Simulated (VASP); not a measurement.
Take MgS (rock salt), without spin-orbit terms, in VASP with PAW potentials, and its band gap.  The mesh is coarse and the basis finite, so the quasiparticle values are not converged.

Q: One run gives 4.56 eV. Which level is it?
(A) evGW0@PBE (starting cell)
(B) SCAN (own cell)
(C) LDA (own cell)
(D) RPBE (own cell)

A: A, evGW0@PBE (starting cell).  The others give 3.44 (SCAN (own cell)), 2.66 (LDA (own cell)), 2.83 (RPBE (own cell)).

Only levels that ran to the end are used. Left out are those held back, those with too coarse a band path, GW runs whose mesh misses a band edge, hybrids' fits of cells that aren't cubic and levels without matching references; a question may draw on a part of the rest.

The compound is MgS in the rock salt structure.
